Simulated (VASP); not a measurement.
Input for VASP

**POSCAR**
```
Hf2Ni
6.355740
 -0.5000000000   0.5000000000   0.4119174164
  0.5000000000  -0.5000000000   0.4119174164
  0.5000000000   0.5000000000  -0.4119174164
Hf Ni
4 2
Direct
  0.8158340000   0.6492100000   0.4889940000
  0.1933030000   0.3639260000   0.5147400000
  0.6637150000   0.1581920000   0.8339950000
  0.3255300000   0.8366190000   0.1606400000
  0.7446590000   0.7425640000   0.0068300000
  0.2569590000   0.2494910000  -0.0051990000
```

**INCAR**
```
# general
SYSTEM  = Hf2Ni
PREC    = Accurate
ENCUT   = 300
LREAL   = .FALSE.
LASPH   = .TRUE.

# electronic loop
EDIFF   = 1E-6
NELM    = 100
ALGO    = Normal
LMAXMIX = 6

# smearing
ISMEAR  = -1
SIGMA   = 0.1

# functional
GGA     = PS

# ions
ISIF    = 2

# output
LWAVE   = .FALSE.
LCHARG  = .FALSE.
```

File KPOINTS:
```
Automatic mesh
0
Gamma
6 6 6
0 0 0
```

POTCAR, in this order: Hf_pv Ni (PBE.64 set). Program: vasp_std.

### Question
Write an equivalent input for Quantum ESPRESSO's pw.x.

### Answer
One equivalent input (not run):
```
&CONTROL
  calculation = 'scf'
  pseudo_dir = './pseudo'
  outdir = './out'
  tprnfor = .true.
  tstress = .true.
/
&SYSTEM
  ibrav = 0
  nat = 6
  ntyp = 2
  ecutwfc = 98
  occupations = 'smearing'
  smearing = 'fermi-dirac'
  degauss = 0.00735
  input_dft = 'pbesol'
/
&ELECTRONS
  conv_thr = 7.3e-08
  electron_maxstep = 100
/
ATOMIC_SPECIES
  Hf 178.490 Hf.upf
  Ni 58.693 Ni.upf
CELL_PARAMETERS angstrom
    -3.1778700    3.1778700    2.6180400
     3.1778700   -3.1778700    2.6180400
     3.1778700    3.1778700   -2.6180400
ATOMIC_POSITIONS crystal
  Hf   0.8158340  0.6492100  0.4889940
  Hf   0.1933030  0.3639260  0.5147400
  Hf   0.6637150  0.1581920  0.8339950
  Hf   0.3255300  0.8366190  0.1606400
  Ni   0.7446590  0.7425640  0.0068300
  Ni   0.2569590  0.2494910 -0.0051990
K_POINTS automatic
  6 6 6 0 0 0
```
Limits of the translation: the potentials are each code's own (VASP's PAW set, PseudoDojo norm-conserving files in pw.x), so ENCUT and ecutwfc are chosen apart and not converted; conv_thr bounds pw.x's estimated SCF error, while EDIFF bounds the energy change between steps.

The structure comes from a computed database's Hf2Ni entry (I4/mcm); how it stands against other phases isn't given here. The cell was not relaxed at this level, atoms are displaced from their ideal sites.
